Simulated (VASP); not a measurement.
Output of a VASP run:

File OUTCAR:
```
 ion  position               nearest neighbor table
   1  0.000  0.000  0.000-   3 2.12   6 2.12   5 2.15   4 2.15   4 2.15   5 2.15
   2  0.500  0.500  0.500-   4 2.12   5 2.12   3 2.15   6 2.15   3 2.15   6 2.15
   3  0.304  0.304  0.000-   1 2.12   2 2.15   2 2.15
   4  0.804  0.196  0.500-   2 2.12   1 2.15   1 2.15
   5  0.196  0.804  0.500-   2 2.12   1 2.15   1 2.15
   6  0.696  0.696  0.000-   1 2.12   2 2.15   2 2.15
  LATTYP: Found a simple tetragonal cell.
 ALAT       =     4.9157068169
 C/A-ratio  =     0.6801242630
 Subroutine PRICEL returns:
 Original cell was already a primitive cell.
 Subroutine GETGRP returns: Found 16 space group operations
The static configuration has the point symmetry D_2h.
 The point group associated with its full space group is D_4h.
The dynamic configuration has the point symmetry D_2h.
The overall configuration has the point symmetry D_2h.
 Subroutine INISYM returns: Found 16 space group operations
 Subroutine IBZKPT returns following result:
 Found     24 irreducible k-points:

 Following reciprocal coordinates:
            Coordinates               Weight
  0.000000  0.000000  0.000000      1.000000
  0.250000  0.000000  0.000000      4.000000
  0.500000  0.000000  0.000000      2.000000
  0.250000  0.250000  0.000000      4.000000
  0.500000  0.250000  0.000000      4.000000
  0.500000  0.500000  0.000000      1.000000
  0.000000  0.000000  0.166667      2.000000
  0.250000  0.000000  0.166667      8.000000
  0.500000  0.000000  0.166667      4.000000
  0.250000  0.250000  0.166667      8.000000
  0.500000  0.250000  0.166667      8.000000
  0.500000  0.500000  0.166667      2.000000
  0.000000  0.000000  0.333333      2.000000
  0.250000  0.000000  0.333333      8.000000
  0.500000  0.000000  0.333333      4.000000
  0.250000  0.250000  0.333333      8.000000
  0.500000  0.250000  0.333333      8.000000
  0.500000  0.500000  0.333333      2.000000
  0.000000  0.000000  0.500000      1.000000
  0.250000  0.000000  0.500000      4.000000
  0.500000  0.000000  0.500000      2.000000
  0.250000  0.250000  0.500000      4.000000
  0.500000  0.250000  0.500000      4.000000
  0.500000  0.500000  0.500000      1.000000
   k-points           NKPTS =     24   k-points in BZ     NKDIM =     24   number of bands    NBANDS=     32
   number of dos      NEDOS =    301   number of ions     NIONS =      6
   total plane-waves  NPLWV =  44800
   dimension x,y,z NGX =    40 NGY =   40 NGZ =   28
   dimension x,y,z NGXF=    80 NGYF=   80 NGZF=   56
   ions per type =               2   4
   PREC   = accura    normal or accurate (medium, high low for compatibility)
   ISTART =      0    job   : 0-new  1-cont  2-samecut
   ICHARG =      2    charge: 1-file 2-atom 10-const
   ISPIN  =      2    spin polarized calculation?
   LNONCOLLINEAR =      F non collinear calculations
   LSORBIT =      F    spin-orbit coupling
   INIWAV =      1    electr: 0-lowe 1-rand  2-diag
   ENCUT  =  520.0 eV  38.22 Ry    6.18 a.u.   9.14  9.14  6.22*2*pi/ulx,y,z
   NELM   =    100;   NELMIN=  2; NELMDL= -5     # of ELM steps
   EDIFF  = 0.1E-05   stopping-criterion for ELM
   LREAL  =      F    real-space projection
   NLSPLINE    = F    spline interpolate recip. space projectors
   LMAXMIX     =    4 max onsite mixed and CHGCAR
   VOSKOWN=      0    Vosko Wilk Nusair interpolation
   EDIFFG = -.2E-01   stopping-criterion for IOM
   NSW    =     60    number of steps for IOM
   NBLOCK =      1;   KBLOCK =     60    inner block; outer block
   IBRION =      2    ionic relax: 0-MD 1-quasi-New 2-CG
   NFREE  =      1    steps in history (QN), initial steepest desc. (CG)
   ISIF   =      3    stress and relaxation
   ISYM   =      2    0-nonsym 1-usesym 2-fastsym
   TEIN   =    0.0    initial temperature
   TEBEG  =    0.0;   TEEND  =   0.0 temperature during run
   SMASS  =  -3.00    Nose mass-parameter (am)
   PSTRESS=    0.0 pullay stress
   NELECT =      54.0000    total number of electrons
   EFERMI =   0.00;   METHOD = LEGACY
...
```

**OSZICAR**
```
       N       E                     dE             d eps       ncg     rms          rms(c)
DAV:   1     0.710893744600E+03    0.71089E+03   -0.31494E+04  3144   0.189E+03
DAV:   2     0.306024061697E+02   -0.68029E+03   -0.65770E+03  3408   0.547E+02
DAV:   3    -0.415291970755E+02   -0.72132E+02   -0.71565E+02  3464   0.185E+02
DAV:   4    -0.432978940409E+02   -0.17687E+01   -0.17642E+01  3664   0.301E+01
DAV:   5    -0.433281819282E+02   -0.30288E-01   -0.30283E-01  3336   0.437E+00    0.197E+01
DAV:   6    -0.392410171105E+02    0.40872E+01   -0.25208E+01  3688   0.360E+01    0.138E+01
DAV:   7    -0.394196191848E+02   -0.17860E+00   -0.20137E+00  3216   0.103E+01    0.994E+00
DAV:   8    -0.390876535092E+02    0.33197E+00   -0.85973E-01  3128   0.864E+00    0.358E+00
DAV:   9    -0.394375978177E+02   -0.34994E+00   -0.24697E-01  3600   0.534E+00    0.128E+00
DAV:  10    -0.394409970278E+02   -0.33992E-02   -0.28636E-02  3336   0.111E+00    0.185E-01
DAV:  11    -0.394412855099E+02   -0.28848E-03   -0.11047E-03  3568   0.280E-01    0.713E-02
DAV:  12    -0.394415182084E+02   -0.23270E-03   -0.11202E-04  3240   0.817E-02    0.457E-02
DAV:  13    -0.394415541613E+02   -0.35953E-04   -0.47752E-05  3528   0.428E-02    0.149E-02
DAV:  14    -0.394415597056E+02   -0.55443E-05   -0.71101E-06  3080   0.221E-02    0.565E-03
DAV:  15    -0.394415597634E+02   -0.57807E-07   -0.12257E-06  1968   0.815E-03
   1 F= -.39441560E+02 E0= -.39441560E+02  d E =-.394416E+02  mag=     0.0000
       N       E                     dE             d eps       ncg     rms          rms(c)
DAV:   1    -0.394434471260E+02   -0.18874E-02   -0.12777E-01  3104   0.285E+00    0.309E-01
DAV:   2    -0.394424707570E+02    0.97637E-03   -0.27852E-03  3104   0.466E-01    0.188E-01
DAV:   3    -0.394422051978E+02    0.26556E-03   -0.37700E-04  3848   0.159E-01    0.100E-01
DAV:   4    -0.394421260866E+02    0.79111E-04   -0.84797E-05  3576   0.669E-02    0.327E-02
DAV:   5    -0.394421215562E+02    0.45305E-05   -0.20800E-05  3560   0.377E-02    0.172E-02
DAV:   6    -0.394421218549E+02   -0.29872E-06   -0.15004E-06  2200   0.101E-02
   2 F= -.39442122E+02 E0= -.39442122E+02  d E =-.562091E-03  mag=     0.0000
       N       E                     dE             d eps       ncg     rms          rms(c)
DAV:   1    -0.394543538394E+02   -0.12232E-01   -0.11174E+00  3104   0.844E+00    0.911E-01
DAV:   2    -0.394458706883E+02    0.84832E-02   -0.24132E-02  3104   0.138E+00    0.556E-01
DAV:   3    -0.394435673399E+02    0.23033E-02   -0.32620E-03  3832   0.465E-01    0.299E-01
DAV:   4    -0.394428693833E+02    0.69796E-03   -0.74429E-04  3576   0.198E-01    0.968E-02
DAV:   5    -0.394428321196E+02    0.37264E-04   -0.18708E-04  3568   0.111E-01    0.505E-02
DAV:   6    -0.394428342256E+02   -0.21060E-05   -0.14355E-05  3296   0.294E-02    0.281E-02
DAV:   7    -0.394428354484E+02   -0.12228E-05   -0.11330E-06  2328   0.933E-03    0.109E-02
DAV:   8    -0.394428359652E+02   -0.51678E-06   -0.52755E-07  1672   0.617E-03
   3 F= -.39442836E+02 E0= -.39442836E+02  d E =-.127620E-02  mag=     0.0000
```

**OUTCAR**
```
------------------------ aborting loop because EDIFF is reached ----------------------------------------
  FORCE on cell =-STRESS in cart. coord.  units (eV):
  Direction    XX          YY          ZZ          XY          YZ          ZX
  --------------------------------------------------------------------------------------
  Total       -0.0599277     -0.0599277     -0.0703236     -0.0000000      0.0000000      0.0000000
  in kB       -1.1855598     -1.1855598     -1.3912252     -0.0000000      0.0000000      0.0000000
  external PRESSURE =      -1.2541150 kB  Pullay stress =       0.0000000 kB
  volume of cell :       80.99
      direct lattice vectors                 reciprocal lattice vectors
     4.935400440 -0.000000000  0.000000000     0.202617804  0.000000000  0.000000000
    -0.000000000  4.935400440  0.000000000     0.000000000  0.202617804  0.000000000
     0.000000000  0.000000000  3.324831414     0.000000000  0.000000000  0.300767129
 POSITION                                       TOTAL-FORCE (eV/Angst)
 -----------------------------------------------------------------------------------
     -0.00000      4.93540      0.00000        -0.000000      0.000000      0.000000
      2.46770      2.46770      1.66242        -0.000000      0.000000      0.000000
      1.49868      1.49868      0.00000        -0.003210     -0.003210      0.000000
      3.96638      0.96902      1.66242        -0.003210      0.003210     -0.000000
      0.96902      3.96638      1.66242         0.003210     -0.003210      0.000000
      3.43672      3.43672      0.00000         0.003210      0.003210     -0.000000
 -----------------------------------------------------------------------------------
    total drift:                                0.000000     -0.000000     -0.000000
  FREE ENERGIE OF THE ION-ELECTRON SYSTEM (eV)
  ---------------------------------------------------
  free  energy   TOTEN  =       -39.4428359652 eV

  energy  without entropy=      -39.4428359652  energy(sigma->0) =      -39.44283597

 total charge

# of ion       s       p       d       tot
------------------------------------------
    1        0.157   6.135   4.947  11.238
    2        0.157   6.135   4.947  11.238
    3        1.735   4.358   0.000   6.093
    4        1.735   4.358   0.000   6.093
    5        1.735   4.358   0.000   6.093
    6        1.735   4.358   0.000   6.093
--------------------------------------------------
tot          7.252  29.702   9.893  46.847

 magnetization (x)

# of ion       s       p       d       tot
------------------------------------------
    1        0.017   0.015   4.512   4.545
    2       -0.017  -0.015  -4.512  -4.545
    3       -0.002  -0.024   0.000  -0.027
    4        0.002   0.024   0.000   0.027
    5        0.002   0.024   0.000   0.027
    6       -0.002  -0.024   0.000  -0.027
--------------------------------------------------
tot          0.000   0.000   0.000   0.000

 reached required accuracy - stopping structural energy minimisation
```
(Selected blocks of OUTCAR.)

### POSCAR
```
MnF2
1
    4.9157068169     0.0000000000     0.0000000000
   -0.0000000000     4.9157068169     0.0000000000
    0.0000000000     0.0000000000     3.3432914761
Mn F
2 4
Direct
  0.0000000000   0.0000000000   0.0000000000
  0.5000000000   0.5000000000   0.5000000000
  0.3044281284   0.3044281284   0.0000000000
  0.8044281284   0.1955718716   0.5000000000
  0.1955718716   0.8044281284   0.5000000000
  0.6955718716   0.6955718716   0.0000000000
```

Reconstruct the remaining input files.

This is not unique; one that fits is the input of the run itself, PBE GGA, plane waves, VASP's PBE PAW potentials (set 64).

**KPOINTS**
```
Regular mesh
0
G
  4 4 6
0 0 0
```

### INCAR
```
SYSTEM = MnF2
PREC = Accurate
ENCUT = 520
EDIFF = 1E-6
NELM = 100
ALGO = Normal
LREAL = .FALSE.
LASPH = .TRUE.
ISMEAR = 0
SIGMA = 0.05
GGA = PE
LMAXMIX = 4
ISPIN = 2
MAGMOM = 5.0 -5.0 0.0 0.0 0.0 0.0
LORBIT = 10
LWAVE = .FALSE.
LCHARG = .FALSE.
IBRION = 2
ISIF = 3
NSW = 60
EDIFFG = -0.02
```

POTCAR, in this order: Mn_pv F (PBE.64 set). Program: vasp_std.

The compound is MnF2 in the rutile structure. This run relaxes it. Symmetry was kept, so distortions that lower it aren't found. The start is the result of an earlier pass.
